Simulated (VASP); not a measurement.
Se (space group Pm-3m): computed properties

Method: r2SCAN meta-GGA, VASP's PBE PAW potentials (set 64) (plane waves; VASP).

For Se, the space group is Pm-3m (221). The cell comes out as a = 2.8140 Å, b = 2.8140 Å, c = 2.8140 Å, α = 90.00°, β = 90.00°, γ = 90.00° and the volume per atom is 22.28 Å³/atom. The band gap (over mesh and band path) is none (metal, semimetal or under 0.01 eV). The density is 5.88 g/cm³.

```
Se
1.0
    2.81403     0.00000     0.00000
    0.00000     2.81403     0.00000
    0.00000     0.00000     2.81403
Se
1
Direct
  0.00000   0.00000   0.00000
```

The structure comes from a computed database's Se entry (Pm-3m); how it stands against other phases isn't given here. It was relaxed first. Symmetry was kept, so distortions that lower it aren't found.
